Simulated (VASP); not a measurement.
# KHgF3 (Cmmm) in VASP: single point with LDA

Aim: the single point of KHgF3 with LDA.

Program: VASP 6.6.1. These are calculated values, not measurements. Logs are shortened: lines on timing, memory, paths and dates and some standing lists are left out, and cuts for length are marked.

### 1 The structure

Symmetry: Cmmm, No. 65, orthorhombic system. The conventional cell has a = 6.404 Å, b = 6.416 Å, c = 4.524 Å, α = 90.00°, β = 90.00°, γ = 90.00°. Around K (site symmetry mmm) lie 12 F at 3.20 to 3.21 Å. Around Hg (site symmetry mmm) lie 6 F at 2.26 to 2.27 Å. F (site symmetry 2/m) has 2 Hg at 2.27 Å as nearest neighbours. F (site symmetry mmm) is surrounded by 2 Hg at 2.26 Å.

The cell comes from a database or a generator and needn't be the stable form of this composition.

### 2 Single point, LDA

INCAR

```
SYSTEM = KHgF3
PREC = Accurate
ENCUT = 520
EDIFF = 1E-6
ISMEAR = 0
SIGMA = 0.1
LREAL = .FALSE.
LASPH = .TRUE.
NELM = 60
ALGO = Fast
ISIF = 2
LWAVE = .FALSE.
LCHARG = .TRUE.
LELF = .TRUE.
LVHAR = .TRUE.
NBANDS = 29
```

KPOINTS

```
Automatic mesh
0
G
  4 4 4
  0 0 0
```

POSCAR

```
KHgF3
1.0
    3.2019669250     -3.2080963350      0.0000000000
    3.2019669250      3.2080963350      0.0000000000
    0.0000000000      0.0000000000      4.5243897350
K Hg F
1 1 3
Direct
    0.0000000000      0.0000000000      0.5000000000
    0.5000000000      0.5000000000      0.0000000000
    0.0000000000      0.5000000000      0.0000000000
    0.5000000000      0.0000000000      0.0000000000
    0.5000000000      0.5000000000      0.5000000000
```

Potentials or basis: VASP PAW LDA potentials, release 64 (K_sv, Hg, F).

Started as:

```console
$ cat potpaw_LDA.64/K_sv/POTCAR potpaw_LDA.64/Hg/POTCAR potpaw_LDA.64/F/POTCAR > POTCAR
$ mpirun -np 1 vasp_std > vasp.out
```

OUTCAR:

```text
SYSTEM = KHgF3
   PREC = Accurate
   ENCUT = 520
   EDIFF = 1E-6
   ISMEAR = 0
   LREAL = .FALSE.
   LASPH = .TRUE.
   NELM = 60
   ISIF = 2

 ion  position               nearest neighbor table
   1  0.000  0.000  0.500-
   2  0.500  0.500  0.000-   5 2.26   5 2.26   3 2.27   4 2.27   4 2.27   3 2.27
   3  0.000  0.500  0.000-   2 2.27   2 2.27
   4  0.500  0.000  0.000-   2 2.27   2 2.27
   5  0.500  0.500  0.500-   2 2.26   2 2.26

  LATTYP: Found a base centered orthorhombic cell.
 ALAT       =     6.4039338500
 B/A-ratio  =     1.0019142640
 C/A-ratio  =     0.7065016349

  Lattice vectors:

 A1 = (   3.2019669250,  -3.2080963350,   0.0000000000)
 A2 = (   3.2019669250,   3.2080963350,   0.0000000000)
 A3 = (   0.0000000000,   0.0000000000,   4.5243897350)

Analysis of symmetry for initial positions (statically):
=====================================================================
 Subroutine PRICEL returns:
 Original cell was already a primitive cell.

 Routine SETGRP: Setting up the symmetry group for a
 base centered orthorhombic supercell.

 Subroutine GETGRP returns: Found  8 space group operations
 (whereof  8 operations were pure point group operations)
 out of a pool of  8 trial point group operations.

The static configuration has the point symmetry D_2h.

Analysis of symmetry for dynamics (positions and initial velocities):
=====================================================================
 Subroutine PRICEL returns:
 Original cell was already a primitive cell.

 Routine SETGRP: Setting up the symmetry group for a
 base centered orthorhombic supercell.

 Subroutine GETGRP returns: Found  8 space group operations
 (whereof  8 operations were pure point group operations)
 out of a pool of  8 trial point group operations.

The dynamic configuration has the point symmetry D_2h.

 Subroutine INISYM returns: Found  8 space group operations
 (whereof  8 operations are pure point group operations),
 and found     1 'primitive' translations

----------------------------------------------------------------------------------------

                                     Primitive cell

  volume of cell :      92.9510

  direct lattice vectors                    reciprocal lattice vectors
     3.201966925 -3.208096335  0.000000000     0.156154018 -0.155855669  0.000000000
     3.201966925  3.208096335  0.000000000     0.156154018  0.155855669  0.000000000
     0.000000000  0.000000000  4.524389735     0.000000000  0.000000000  0.221024284

  length of vectors
     4.532601271  4.532601271  4.524389735     0.220624266  0.220624266  0.221024284

  position of ions in fractional coordinates (direct lattice)
     0.000000000  0.000000000  0.500000000
     0.500000000  0.500000000  0.000000000
     0.000000000  0.500000000  0.000000000
     0.500000000  0.000000000  0.000000000
     0.500000000  0.500000000  0.500000000

  ion indices of the primitive-cell ions
   primitive index   ion index
                 1           1
                 2           2
                 3           3
                 4           4
                 5           5

----------------------------------------------------------------------------------------

 KPOINTS: Automatic mesh

Automatic generation of k-mesh.
 Grid dimensions read from file:
 generate k-points for:    4    4    4

 Generating k-lattice:

  Cartesian coordinates                     Fractional coordinates (reciprocal lattice)
     0.039038504 -0.038963917  0.000000000     0.250000000  0.000000000  0.000000000
     0.039038504  0.038963917  0.000000000     0.000000000  0.250000000  0.000000000
     0.000000000  0.000000000  0.055256071     0.000000000  0.000000000  0.250000000

  Length of vectors
     0.055156067  0.055156067  0.055256071

  Shift w.r.t. Gamma in fractional coordinates (k-lattice)
     0.000000000  0.000000000  0.000000000

 Subroutine IBZKPT returns following result:
 ===========================================

 Found     21 irreducible k-points:

 Following reciprocal coordinates:
            Coordinates               Weight
  0.000000  0.000000  0.000000      1.000000
  0.250000  0.000000  0.000000      4.000000
  0.500000  0.000000  0.000000      2.000000
  0.250000  0.250000  0.000000      2.000000
  0.500000  0.250000  0.000000      4.000000
 -0.250000  0.250000  0.000000      2.000000
[... 13 lines left out ...]
 -0.250000  0.250000  0.500000      2.000000
  0.500000  0.500000  0.500000      1.000000
   k-points           NKPTS =     21   k-points in BZ     NKDIM =     21   number of bands    NBANDS=     29
   number of dos      NEDOS =    301   number of ions     NIONS =      5
   total plane-waves  NPLWV =  46656
   dimension x,y,z NGX =    36 NGY =   36 NGZ =   36
   dimension x,y,z NGXF=    72 NGYF=   72 NGZF=   72
   ions per type =               1   1   3
   NGX,Y,Z   is equivalent  to a cutoff of  13.20, 13.20, 13.23 a.u.
   NGXF,Y,Z  is equivalent  to a cutoff of  26.41, 26.41, 26.46 a.u.
 SYSTEM =  KHgF3
   PREC   = accura    normal or accurate (medium, high low for compatibility)
   ISTART =      0    job   : 0-new  1-cont  2-samecut
   ICHARG =      2    charge: 1-file 2-atom 10-const
   ISPIN  =      1    spin polarized calculation?
   LNONCOLLINEAR =      F non collinear calculations
   LSORBIT =      F    spin-orbit coupling
   LASPH  =      T    aspherical Exc in radial PAW
   ENCUT  =  520.0 eV  38.22 Ry    6.18 a.u.   8.43  8.43  8.41*2*pi/ulx,y,z
   NELM   =     60;   NELMIN=  2; NELMDL= -5     # of ELM steps
   EDIFF  = 0.1E-05   stopping-criterion for ELM
   LREAL  =      F    real-space projection
   EDIFFG = 0.1E-04   stopping-criterion for IOM
   NSW    =      0    number of steps for IOM
   IBRION =     -1    ionic relax: 0-MD 1-quasi-New 2-CG
   NFREE  =      0    steps in history (QN), initial steepest desc. (CG)
   ISIF   =      2    stress and relaxation
   ISYM   =      2    0-nonsym 1-usesym 2-fastsym
   POTIM  = 0.5000    time-step for ionic-motion
   TEBEG  =    0.0;   TEEND  =   0.0 temperature during run
   PSTRESS=    0.0 pullay stress
   NELECT =      42.0000    total number of electrons
   NUPDOWN=      -1.0000    fix difference up-down
   EMIN   =  10.00;   EMAX   =-10.00  energy-range for DOS
   EFERMI =   0.00;   METHOD = LEGACY
   ISMEAR =     0;   SIGMA  =   0.10  broadening in eV -4-tet -1-fermi 0-gaus
   EFERMI_NEDOS =   21; number of points for ismear=-14 and -15
   IALGO  =     68    algorithm
   IMIX   =      4    mixing-type and parameters
     AMIX     =   0.40;   BMIX     =  1.00
     AMIX_MAG =   1.60;   BMIX_MAG =  1.00
  volume/ion in A,a.u.               =      18.59       125.45
  Fermi-wavevector in a.u.,A,eV,Ry     =   1.256242  2.373952 21.471939  1.578143
  Thomas-Fermi vector in A             =   2.389959
   LORBIT       =      0    0 simple, 1 ext, 2 COOP (PROOUT), +10 PAW based schemes
   GGA     = CA    functional components
   LHFCALC =     F    Hartree Fock is set to
   AEXX    =    0.0000 exact exchange contribution
   IVDW    =     0    specifies the selected vdW correction
   LEPSILON=     F    determine dielectric tensor
   LRPA    =     F    only Hartree local field effects (RPA)
 non-spin polarized calculation
 RMM-DIIS sequential band-by-band and
 Gauss-broadening in eV      SIGMA  =   0.10
  energy-cutoff  :      520.00
  volume of cell :       92.95
 maximum number of plane-waves:      2520
 NGX is ok and might be reduce to    36
   NGX = 17   NGY = 17   NGZ = 17

 number of electron      42.0000041 magnetization

 Free energy of the ion-electron system (eV)
  ---------------------------------------------------
  ext. energy  EPLUGINS =         0.00000000
  ---------------------------------------------------
  free energy    TOTEN  =       -18.63675425 eV

  energy without entropy =      -18.63638670  energy(sigma->0) =      -18.63657047

 E-fermi :  -1.0514     XC(G=0):  -9.3120

 val. band max:       -1.2411064093   @ k =   0.5000   0.5000   0.5000
 cond. band min:      -0.9197434804   @ k =   0.0000   0.0000   0.0000
 fundamental gap:      0.3213629289
 Fermi energy:        -1.0513867729

 k-point     1 :       0.0000    0.0000    0.0000
  band No.  band energies     occupation
      1     -29.3878      2.00000
      2     -22.5204      2.00000
      3     -22.2587      2.00000
      4     -22.2455      2.00000
      5     -13.0780      2.00000
      6     -13.0776      2.00000
[... 21 lines left out ...]
     28       8.0926      0.00000
     29       8.9882      0.00000

 k-point     2 :       0.2500    0.0000    0.0000
  band No.  band energies     occupation
      1     -29.3861      2.00000
      2     -22.4807      2.00000
      3     -22.2559      2.00000
      4     -22.2444      2.00000
      5     -13.0873      2.00000
      6     -13.0731      2.00000
[... 21 lines left out ...]
     28       8.0554      0.00000
     29       9.1248      0.00000

 k-point     3 :       0.5000    0.0000    0.0000
  band No.  band energies     occupation
      1     -29.3844      2.00000
      2     -22.4430      2.00000
      3     -22.2523      2.00000
      4     -22.2416      2.00000
      5     -13.0967      2.00000
      6     -13.0683      2.00000
[... 21 lines left out ...]
     28       8.0914      0.00000
     29       8.8642      0.00000

 k-point     4 :       0.2500    0.2500    0.0000
  band No.  band energies     occupation
      1     -29.3845      2.00000
      2     -22.4390      2.00000
      3     -22.2522      2.00000
      4     -22.2448      2.00000
      5     -13.0937      2.00000
      6     -13.0828      2.00000
[... 501 lines left out ...]
     28       8.2365      0.00000
     29       8.3270      0.00000

 k-point    20 :      -0.2500    0.2500    0.5000
  band No.  band energies     occupation
      1     -29.3816      2.00000
      2     -22.3366      2.00000
      3     -22.2612      2.00000
      4     -22.2408      2.00000
      5     -13.1117      2.00000
      6     -13.0987      2.00000
[... 21 lines left out ...]
     28       8.0870      0.00000
     29       8.7838      0.00000

 k-point    21 :       0.5000    0.5000    0.5000
  band No.  band energies     occupation
      1     -29.3790      2.00000
      2     -22.2585      2.00000
      3     -22.2396      2.00000
      4     -22.2382      2.00000
      5     -13.1295      2.00000
      6     -13.1293      2.00000
[... 21 lines left out ...]
     28       8.4847      0.00000
     29       8.4928      0.00000

------------------------ aborting loop because EDIFF is reached ----------------------------------------

  FORCE on cell =-STRESS in cart. coord.  units (eV):
  Direction    XX          YY          ZZ          XY          YZ          ZX
  --------------------------------------------------------------------------------------
  -------------------------------------------------------------------------------------
  Total       -1.8812636     -1.8964941     -1.8261237      0.0000000      0.0000000      0.0000000
  in kB      -32.4269414    -32.6894662    -31.4765062      0.0000000      0.0000000      0.0000000
  external PRESSURE =     -32.1976379 kB  Pullay stress =       0.0000000 kB

 VOLUME and BASIS-vectors are now :
 -----------------------------------------------------------------------------
  energy-cutoff  :      520.00
  volume of cell :       92.95
      direct lattice vectors                 reciprocal lattice vectors
     3.201966925 -3.208096335  0.000000000     0.156154018 -0.155855669  0.000000000
     3.201966925  3.208096335  0.000000000     0.156154018  0.155855669  0.000000000
     0.000000000  0.000000000  4.524389735     0.000000000  0.000000000  0.221024284

 POSITION                                       TOTAL-FORCE (eV/Angst)
 -----------------------------------------------------------------------------------
      0.00000      0.00000      2.26219         0.000000     -0.000000      0.000000
      3.20197      0.00000      0.00000        -0.000000     -0.000000      0.000000
      1.60098      1.60405      0.00000         0.000000     -0.000000      0.000000
      1.60098     -1.60405      0.00000         0.000000     -0.000000      0.000000
      3.20197      0.00000      2.26219        -0.000000      0.000000      0.000000
 -----------------------------------------------------------------------------------
    total drift:                                0.000000      0.000000     -0.000000

  FREE ENERGIE OF THE ION-ELECTRON SYSTEM (eV)
  ---------------------------------------------------
  free  energy   TOTEN  =       -18.6367542537 eV

  energy  without entropy=      -18.6363866954  energy(sigma->0) =      -18.63657047
```

Run time: 36 s. Hardware: 1 thread of Intel Xeon Platinum 8488C (Sapphire Rapids), shared host; peak memory 0.2 GiB.

What came out:

- Free energy: -18.6368 eV
- Pressure: -3.2 GPa
- Band gap on the k mesh: 0.32 eV, indirect (least direct gap 2.89 eV)

Stress tensor (GPa, compression positive):
```
-3.24  0.00  0.00
 0.00 -3.27  0.00
 0.00  0.00 -3.15
```

Caveat: spin-orbit coupling is left out, which moves the levels of the heavy elements. A k mesh can miss the band edges.
